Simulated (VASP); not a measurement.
All values below come from vdW-DF-cx, VASP's PBE PAW potentials (set 64) (plane waves; VASP).

VASP ran on this input.

**INCAR**
```
SYSTEM = SiC
PREC = Accurate
ENCUT = 520
EDIFF = 1E-7
NELM = 100
ALGO = Normal
LREAL = .FALSE.
LASPH = .TRUE.
ISMEAR = 0
SIGMA = 0.05
GGA = CX
LUSE_VDW = .TRUE.
AGGAC = 0.0
LWAVE = .FALSE.
LCHARG = .FALSE.
ISIF = 4
IBRION = 2
NSW = 30
EDIFFG = -0.01
```

POSCAR:
```
SiC
1.0
  1.5724960570  -2.7236428160   0.0000000000
  1.5724960570   2.7236428160   0.0000000000
  0.0000000000   0.0000000000   5.1635885558
Si C
2 2
direct
  0.6666670000   0.3333330000   0.4996647291
  0.3333330000   0.6666670000   0.9996647291
  0.6666670000   0.3333330000   0.8753352709
  0.3333330000   0.6666670000   0.3753352709
```

**KPOINTS**
```
K-points
0
gamma
  8 8 5
0 0 0
```

POTCAR, in this order: Si C (PBE.64 set). Program: vasp_std.

Output of the run:

File OSZICAR:
```
       N       E                     dE             d eps       ncg     rms          rms(c)
DAV:   1     0.411802283194E+02    0.41180E+02   -0.73782E+03   720   0.118E+03
DAV:   2    -0.263236965081E+02   -0.67504E+02   -0.61274E+02  1096   0.186E+02
DAV:   3    -0.293112297566E+02   -0.29875E+01   -0.29695E+01   948   0.401E+01
DAV:   4    -0.293494516930E+02   -0.38222E-01   -0.38187E-01   896   0.525E+00
DAV:   5    -0.293501547429E+02   -0.70305E-03   -0.70296E-03   924   0.694E-01    0.116E+01
DAV:   6    -0.261915100038E+02    0.31586E+01   -0.96666E+00   896   0.193E+01    0.535E+00
DAV:   7    -0.261305226832E+02    0.60987E-01   -0.79935E-01   940   0.592E+00    0.236E+00
DAV:   8    -0.261154689726E+02    0.15054E-01   -0.44328E-02   868   0.158E+00    0.512E-01
DAV:   9    -0.261143726065E+02    0.10964E-02   -0.64960E-03   904   0.603E-01    0.132E-01
DAV:  10    -0.261145896768E+02   -0.21707E-03   -0.65236E-04   880   0.186E-01    0.491E-02
DAV:  11    -0.261145957122E+02   -0.60354E-05   -0.81525E-05   864   0.722E-02    0.141E-02
DAV:  12    -0.261145972181E+02   -0.15059E-05   -0.28827E-06   904   0.141E-02    0.393E-03
DAV:  13    -0.261145976994E+02   -0.48128E-06   -0.30473E-07   864   0.414E-03    0.131E-03
DAV:  14    -0.261145977781E+02   -0.78673E-07   -0.11764E-08   548   0.940E-04
   1 F= -.26114598E+02 E0= -.26114598E+02  d E =-.261146E+02
       N       E                     dE             d eps       ncg     rms          rms(c)
DAV:   1    -0.261146539815E+02   -0.56282E-04   -0.44165E-03   888   0.555E-01    0.419E-02
DAV:   2    -0.261146234402E+02    0.30541E-04   -0.15090E-04   916   0.108E-01    0.215E-02
DAV:   3    -0.261146035201E+02    0.19920E-04   -0.36475E-05   924   0.514E-02    0.421E-03
DAV:   4    -0.261146038186E+02   -0.29854E-06   -0.61554E-06   896   0.174E-02    0.273E-03
DAV:   5    -0.261146037641E+02    0.54556E-07   -0.11420E-07   568   0.327E-03
   2 F= -.26114604E+02 E0= -.26114604E+02  d E =-.598598E-05
       N       E                     dE             d eps       ncg     rms          rms(c)
DAV:   1    -0.261146312334E+02   -0.27415E-04   -0.94177E-04   880   0.256E-01    0.194E-02
DAV:   2    -0.261146247202E+02    0.65132E-05   -0.31908E-05   900   0.496E-02    0.995E-03
DAV:   3    -0.261146202897E+02    0.44306E-05   -0.78238E-06   920   0.238E-02    0.196E-03
DAV:   4    -0.261146203016E+02   -0.11961E-07   -0.13174E-06   876   0.807E-03    0.126E-03
DAV:   5    -0.261146202959E+02    0.57903E-08   -0.24512E-08   512   0.151E-03
   3 F= -.26114620E+02 E0= -.26114620E+02  d E =-.225178E-04
```

**OUTCAR**
```
------------------------ aborting loop because EDIFF is reached ----------------------------------------
  FORCE on cell =-STRESS in cart. coord.  units (eV):
  Direction    XX          YY          ZZ          XY          YZ          ZX
  --------------------------------------------------------------------------------------
  Total       -3.1261385     -3.1261379     -3.1212818     -0.0000000      0.0000000      0.0000000
  in kB     -113.2393713   -113.2393514   -113.0634452     -0.0000000      0.0000000      0.0000000
  external PRESSURE =    -113.1807226 kB  Pullay stress =       0.0000000 kB
  volume of cell :       44.23
      direct lattice vectors                 reciprocal lattice vectors
     1.572185492 -2.723104911  0.000000000     0.318028631 -0.183613932 -0.000000000
     1.572185492  2.723104911  0.000000000     0.318028631  0.183613932  0.000000000
     0.000000000 -0.000000000  5.165628742     0.000000000  0.000000000  0.193587277
  FREE ENERGIE OF THE ION-ELECTRON SYSTEM (eV)
  ---------------------------------------------------
  free  energy   TOTEN  =       -26.1146202959 eV

  energy  without entropy=      -26.1146202959  energy(sigma->0) =      -26.11462030

 reached required accuracy - stopping structural energy minimisation
```
(Selected blocks of OUTCAR.)

### CONTCAR
```
SiC
   1.00000000000000
     1.5721854915650613   -2.7231049111416241    0.0000000000000000
     1.5721854915650613    2.7231049111416241    0.0000000000000000
     0.0000000000000000   -0.0000000000000000    5.1656287416505018
  Si              C
     2     2
Direct
     0.6666669999999968    0.3333330000000032    0.4996183268006594
     0.3333330000000032    0.6666669999999968    0.9996183268006593
     0.6666669999999968    0.3333330000000032    0.8753816731993407
     0.3333330000000032    0.6666669999999968    0.3753816731993406
```

The compound is SiC in the wurtzite structure, the rare 2H polytype. This cell is one point of a volume scan, at 1.06 of the reference volume. Symmetry was kept, so distortions that lower it aren't found.
